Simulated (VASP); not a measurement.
Ga (alpha) is relaxed at rising pressure, each step from the one before. Symmetry mostly holds the structure type, and other phases were not tried. The mesh follows the cell, and a change of mesh leaves a small step in the series.

Here is the system:

```
Ga
1.0
    2.23555    -3.79968     0.00000
    2.23555     3.79968     0.00000
    0.00000     0.00000     4.48964
Ga
4
Direct
  0.15555   0.84445   0.91717
  0.34445   0.65555   0.41717
  0.65555   0.34445   0.58283
  0.84445   0.15555   0.08283
```

Computed with PBEsol GGA, VASP's PBE PAW potentials (set 64) (plane waves; VASP). Settings: 500 eV cut-off, 8×8×7 Γ-centred mesh, first-order Methfessel-Paxton smearing of 0.10 eV, potentials Ga_d.

```
P (GPa)  V (Å³/atom)  H − H(0) (eV/atom)  space group  gap on the mesh (eV)  k-mesh
-------  -----------  ------------------  -----------  --------------------  ------
0              19.07               0.000         Cmce                  0.00   8×8×7
5              17.79               0.574         Cmce                  0.00   8×8×7
10             16.86               1.115         Cmce                  0.00   8×8×7
20             15.62               2.126         Cmce                  0.00   9×9×7
30        (withheld)          (withheld)         Cmce                  0.00   9×9×8
45        (withheld)          (withheld)         Cmce                  0.00   9×9×9
```

Task: Some entries are withheld; supply them.

Result: 
- 30, V (Å³/atom): 14.71
- 30, H − H(0) (eV/atom): 3.072
- 45, V (Å³/atom): 13.73
- 45, H − H(0) (eV/atom): 4.402

Pressures at which the relaxation failed are left out.

The compound is Ga in the alpha structure.
